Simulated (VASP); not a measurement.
Output of a VASP run:

File OSZICAR:
```
       N       E                     dE             d eps       ncg     rms          rms(c)
DAV:   1     0.697567044594E+02    0.69757E+02   -0.66400E+03  1238   0.120E+03
DAV:   2    -0.194001603644E+02   -0.89157E+02   -0.86289E+02  1259   0.312E+02
DAV:   3    -0.247544891930E+02   -0.53543E+01   -0.51404E+01  1843   0.751E+01
DAV:   4    -0.249526016340E+02   -0.19811E+00   -0.18295E+00  1550   0.122E+01
DAV:   5    -0.249625600297E+02   -0.99584E-02   -0.99508E-02  1824   0.234E+00    0.114E+01
DAV:   6    -0.204683274917E+02    0.44942E+01   -0.16318E+01  1705   0.577E+01    0.300E+00
DAV:   7    -0.202009866405E+02    0.26734E+00   -0.15804E+00  1469   0.167E+01    0.183E+00
DAV:   8    -0.200692239655E+02    0.13176E+00   -0.62411E-01  1421   0.898E+00    0.968E-01
DAV:   9    -0.202817887295E+02   -0.21256E+00   -0.14432E-01  1292   0.457E+00    0.468E-01
DAV:  10    -0.203066683914E+02   -0.24880E-01   -0.52483E-02  1405   0.317E+00    0.143E-01
DAV:  11    -0.203062973724E+02    0.37102E-03   -0.70229E-03  1278   0.133E+00    0.139E-01
DAV:  12    -0.203057848412E+02    0.51253E-03   -0.78432E-03  1300   0.129E+00    0.372E-02
DAV:  13    -0.203057865498E+02   -0.17086E-05   -0.49095E-04  1434   0.299E-01    0.189E-02
DAV:  14    -0.203060460612E+02   -0.25951E-03   -0.45644E-04  1294   0.219E-01    0.209E-02
DAV:  15    -0.203060161865E+02    0.29875E-04   -0.77735E-05  1514   0.114E-01    0.730E-03
DAV:  16    -0.203060105034E+02    0.56830E-05   -0.15073E-05  1360   0.465E-02    0.372E-03
DAV:  17    -0.203060134374E+02   -0.29340E-05   -0.30808E-06  1243   0.242E-02    0.146E-03
DAV:  18    -0.203060136297E+02   -0.19228E-06   -0.27726E-07   658   0.702E-03
   1 F= -.20306014E+02 E0= -.20305835E+02  d E =-.203060E+02
       N       E                     dE             d eps       ncg     rms          rms(c)
DAV:   1    -0.203073575039E+02   -0.13441E-02   -0.28429E-02  1340   0.275E+00    0.315E-01
DAV:   2    -0.203060522732E+02    0.13052E-02   -0.85871E-03  1382   0.124E+00    0.711E-02
DAV:   3    -0.203059935162E+02    0.58757E-04   -0.45289E-04  1533   0.216E-01    0.219E-02
DAV:   4    -0.203059986111E+02   -0.50949E-05   -0.10909E-04  1513   0.876E-02    0.998E-03
DAV:   5    -0.203060227575E+02   -0.24146E-04   -0.75956E-05  1693   0.651E-02    0.147E-02
DAV:   6    -0.203060249009E+02   -0.21435E-05   -0.38810E-06  1084   0.264E-02    0.106E-02
DAV:   7    -0.203060333795E+02   -0.84785E-05   -0.11685E-05  1682   0.343E-02    0.206E-03
DAV:   8    -0.203060333693E+02    0.10120E-07   -0.14957E-06   992   0.154E-02
   2 F= -.20306033E+02 E0= -.20305850E+02  d E =-.197396E-04
```

OUTCAR:
```
------------------------ aborting loop because EDIFF is reached ----------------------------------------
  FORCE on cell =-STRESS in cart. coord.  units (eV):
  Direction    XX          YY          ZZ          XY          YZ          ZX
  --------------------------------------------------------------------------------------
  Total        0.0157198      0.0157198      0.0157198      0.0000000      0.0000000      0.0000000
  in kB        0.7914577      0.7914577      0.7914577      0.0000000      0.0000000      0.0000000
  external PRESSURE =       0.7914577 kB  Pullay stress =       0.0000000 kB
  volume of cell :       31.82
      direct lattice vectors                 reciprocal lattice vectors
     3.168913725 -0.000000000  0.000000000     0.315565549 -0.000000000 -0.000000000
     0.000000000  3.168913725 -0.000000000     0.000000000  0.315565549 -0.000000000
     0.000000000  0.000000000  3.168913725     0.000000000  0.000000000  0.315565549
 POSITION                                       TOTAL-FORCE (eV/Angst)
 -----------------------------------------------------------------------------------
      0.00000      0.00000      0.00000        -0.000000      0.000000      0.000000
      1.58446      1.58446      1.58446         0.000000     -0.000000      0.000000
 -----------------------------------------------------------------------------------
    total drift:                               -0.000000      0.000000      0.000000
  FREE ENERGIE OF THE ION-ELECTRON SYSTEM (eV)
  ---------------------------------------------------
  free  energy   TOTEN  =       -20.3060333693 eV

  energy  without entropy=      -20.3054836016  energy(sigma->0) =      -20.30585011

 reached required accuracy - stopping structural energy minimisation
```
(Selected blocks of OUTCAR.)

POSCAR:
```
TiAl
1
    3.1716217876     0.0000000000     0.0000000000
   -0.0000000000     3.1716217876    -0.0000000000
   -0.0000000000     0.0000000000     3.1716217876
Ti Al
1 1
Direct
  0.0000000000   0.0000000000   0.0000000000
  0.5000000000   0.5000000000   0.5000000000
```

### Question
Reconstruct the remaining input files.

### Answer
Several could match; the one computed here: the input of the run itself, r2SCAN meta-GGA, plane waves, VASP's PBE PAW potentials (set 64).

### KPOINTS
```
Automatic mesh
0
Gamma
10 10 10
0 0 0
```

**INCAR**
```
! general
SYSTEM  = TiAl
PREC    = Accurate
ENCUT   = 400
LREAL   = .FALSE.
LASPH   = .TRUE.

! electronic loop
EDIFF   = 1E-6
NELM    = 100
ALGO    = Normal
LMAXMIX = 4
LMIXTAU = .TRUE.

! smearing
ISMEAR  = 1
SIGMA   = 0.1

! functional
METAGGA = R2SCAN

! ions
IBRION  = 2
NSW     = 60
ISIF    = 3
EDIFFG  = -0.01

! output
LWAVE   = .FALSE.
LCHARG  = .FALSE.
```

POTCAR, in this order: Ti_sv Al (PBE.64 set). Program: vasp_std.

The structure was generated: TiAl was put into the CsCl type type (Pm-3m), which need not be its known phase. This run relaxes it. Symmetry was kept, so distortions that lower it aren't found. The start is the result of an earlier pass. The electron count is odd and the run is not spin-polarised, which forces a metal.
